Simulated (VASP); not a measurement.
These are r2SCAN meta-GGA, VASP's PBE PAW potentials (set 64) (plane waves; VASP 6.6.1) values and carry that method's errors.

Input for VASP

**INCAR**
```
LMIXTAU = .TRUE.
IBRION = 2   # conjugate gradients
LWAVE = .FALSE.
LMAXMIX = 6   # l cut-off of mixed one-centre charges
ENCUT = 400
LCHARG = .FALSE.
NELM = 100   # most electronic steps
SIGMA = 0.1
NSW = 60   # most ionic steps
LREAL = .FALSE.
METAGGA = R2SCAN
EDIFFG = -0.01   # ionic stop
ALGO = Normal   # blocked Davidson
SYSTEM = WP
EDIFF = 1E-6   # SCF stop (eV)
LASPH = .TRUE.
ISMEAR = 1   # Methfessel-Paxton
ISIF = 3
PREC = Accurate
```

### KPOINTS
```
Automatic
0
gamma
 11 11 11
```

POSCAR:
```
WP
1.0
  3.0014085911   0.0000000000   0.0000000000
  0.0000000000   3.0014085911   0.0000000000
  0.0000000000   0.0000000000   3.0014085911
W P
1 1
Direct
  0.0000000000   0.0000000000   0.0000000000
  0.5000000000   0.5000000000   0.5000000000
```

POTCAR, in this order: W_sv P (PBE.64 set). Program: vasp_std.

What VASP printed:

File OSZICAR:
```
       N       E                     dE             d eps       ncg     rms          rms(c)
DAV:   1     0.615660682330E+02    0.61566E+02   -0.87663E+03  1456   0.131E+03
DAV:   2    -0.619803321678E+02   -0.12355E+03   -0.12082E+03  1601   0.348E+02
DAV:   3    -0.657110125965E+02   -0.37307E+01   -0.36441E+01  1919   0.547E+01
DAV:   4    -0.657429407907E+02   -0.31928E-01   -0.31920E-01  1556   0.547E+00
DAV:   5    -0.657433603534E+02   -0.41956E-03   -0.41953E-03  1871   0.602E-01    0.253E+01
DAV:   6    -0.602661532427E+02    0.54772E+01   -0.42835E+00  1627   0.249E+01    0.659E+00
DAV:   7    -0.603794623503E+02   -0.11331E+00   -0.19889E-01  1621   0.462E+00    0.397E+00
DAV:   8    -0.603488204979E+02    0.30642E-01   -0.18423E-01  1506   0.508E+00    0.974E-01
DAV:   9    -0.603763522291E+02   -0.27532E-01   -0.64624E-02  1561   0.288E+00    0.427E-01
DAV:  10    -0.603761032595E+02    0.24897E-03   -0.66153E-04  1816   0.249E-01    0.426E-01
DAV:  11    -0.603761630874E+02   -0.59828E-04   -0.32193E-06  1651   0.200E-02    0.423E-01
DAV:  12    -0.603754672262E+02    0.69586E-03   -0.10840E-04  1676   0.885E-02    0.416E-01
DAV:  13    -0.603781159816E+02   -0.26488E-02   -0.45330E-03  1676   0.547E-01    0.819E-01
DAV:  14    -0.603860830503E+02   -0.79671E-02   -0.45310E-02  1731   0.136E+00    0.305E+00
DAV:  15    -0.603852365310E+02    0.84652E-03   -0.10453E-03  1531   0.252E-01    0.290E+00
DAV:  16    -0.603850468412E+02    0.18969E-03   -0.31694E-05  1776   0.601E-02    0.290E+00
DAV:  17    -0.603791318404E+02    0.59150E-02   -0.19668E-02  1696   0.913E-01    0.744E-01
DAV:  18    -0.603784539873E+02    0.67785E-03   -0.77234E-03  1801   0.615E-01    0.396E-01
DAV:  19    -0.603784908799E+02   -0.36893E-04   -0.16180E-04  1551   0.126E-01    0.337E-01
DAV:  20    -0.603784864388E+02    0.44410E-05   -0.39310E-05  1766   0.435E-02    0.168E-01
DAV:  21    -0.603784909105E+02   -0.44717E-05   -0.52325E-05  1656   0.511E-02    0.518E-02
DAV:  22    -0.603784923143E+02   -0.14038E-05   -0.76954E-06  1672   0.252E-02    0.194E-02
DAV:  23    -0.603784939924E+02   -0.16780E-05   -0.23479E-06   982   0.191E-02    0.123E-02
DAV:  24    -0.603784948821E+02   -0.88970E-06   -0.67961E-07   728   0.900E-03
   1 F= -.60378495E+02 E0= -.60377947E+02  d E =-.603785E+02
       N       E                     dE             d eps       ncg     rms          rms(c)
DAV:   1    -0.603791716294E+02   -0.67764E-03   -0.18644E-02  1546   0.193E+00    0.335E-01
DAV:   2    -0.603785151396E+02    0.65649E-03   -0.21267E-03  1516   0.502E-01    0.668E-02
DAV:   3    -0.603784683776E+02    0.46762E-04   -0.10973E-04  1721   0.121E-01    0.303E-02
DAV:   4    -0.603784497710E+02    0.18607E-04   -0.60433E-05  1696   0.684E-02    0.210E-02
DAV:   5    -0.603783996513E+02    0.50120E-04   -0.75639E-05  1486   0.947E-02    0.917E-03
DAV:   6    -0.603784480019E+02   -0.48351E-04   -0.83331E-05  1486   0.989E-02    0.674E-03
DAV:   7    -0.603784586414E+02   -0.10640E-04   -0.93885E-06  1466   0.340E-02    0.304E-03
DAV:   8    -0.603784591052E+02   -0.46377E-06   -0.20282E-07   778   0.499E-03
   2 F= -.60378459E+02 E0= -.60377916E+02  d E =0.357769E-04
       N       E                     dE             d eps       ncg     rms          rms(c)
DAV:   1    -0.603788137613E+02   -0.35512E-03   -0.78591E-03  1546   0.126E+00    0.217E-01
DAV:   2    -0.603785368429E+02    0.27692E-03   -0.90715E-04  1516   0.327E-01    0.436E-02
DAV:   3    -0.603785164651E+02    0.20378E-04   -0.45858E-05  1711   0.780E-02    0.196E-02
DAV:   4    -0.603785068645E+02    0.96006E-05   -0.24940E-05  1686   0.440E-02    0.135E-02
DAV:   5    -0.603784856966E+02    0.21168E-04   -0.29989E-05  1486   0.597E-02    0.592E-03
DAV:   6    -0.603785033873E+02   -0.17691E-04   -0.35182E-05  1486   0.643E-02    0.436E-03
DAV:   7    -0.603785078909E+02   -0.45036E-05   -0.44388E-06  1456   0.234E-02    0.194E-03
DAV:   8    -0.603785082255E+02   -0.33459E-06   -0.98365E-08   743   0.346E-03
   3 F= -.60378508E+02 E0= -.60377963E+02  d E =-.133434E-04
```

File OUTCAR:
```
------------------------ aborting loop because EDIFF is reached ----------------------------------------
  FORCE on cell =-STRESS in cart. coord.  units (eV):
  Direction    XX          YY          ZZ          XY          YZ          ZX
  --------------------------------------------------------------------------------------
  Total        0.0022829      0.0022829      0.0022829     -0.0000000      0.0000000     -0.0000000
  in kB        0.1353838      0.1353838      0.1353838     -0.0000000      0.0000000     -0.0000000
  external PRESSURE =       0.1353838 kB  Pullay stress =       0.0000000 kB
  volume of cell :       27.02
      direct lattice vectors                 reciprocal lattice vectors
     3.000627881  0.000000000  0.000000000     0.333263583 -0.000000000  0.000000000
     0.000000000  3.000627881  0.000000000    -0.000000000  0.333263583  0.000000000
    -0.000000000 -0.000000000  3.000627881    -0.000000000 -0.000000000  0.333263583
 POSITION                                       TOTAL-FORCE (eV/Angst)
 -----------------------------------------------------------------------------------
      0.00000      0.00000      0.00000         0.000000     -0.000000      0.000000
      1.50031      1.50031      1.50031        -0.000000      0.000000      0.000000
 -----------------------------------------------------------------------------------
    total drift:                                0.000000      0.000000      0.000000
  FREE ENERGIE OF THE ION-ELECTRON SYSTEM (eV)
  ---------------------------------------------------
  free  energy   TOTEN  =       -60.3785082255 eV

  energy  without entropy=      -60.3768712406  energy(sigma->0) =      -60.37796256

 reached required accuracy - stopping structural energy minimisation
```
(Selected blocks of OUTCAR.)

**CONTCAR**
```
WP
   1.00000000000000
     3.0006278807247297    0.0000000000000000    0.0000000000000000
     0.0000000000000000    3.0006278807247297    0.0000000000000000
    -0.0000000000000000   -0.0000000000000000    3.0006278807247297
  W               P
     1     1
Direct
     0.0000000000000000    0.0000000000000000    0.0000000000000000
     0.5000000000000000    0.5000000000000000    0.5000000000000000
```

The structure was generated: WP was put into the CsCl type type (Pm-3m), which need not be its known phase. This run relaxes it. Symmetry was kept, so distortions that lower it aren't found. The start is the result of an earlier pass. The electron count is odd and the run is not spin-polarised, which forces a metal.
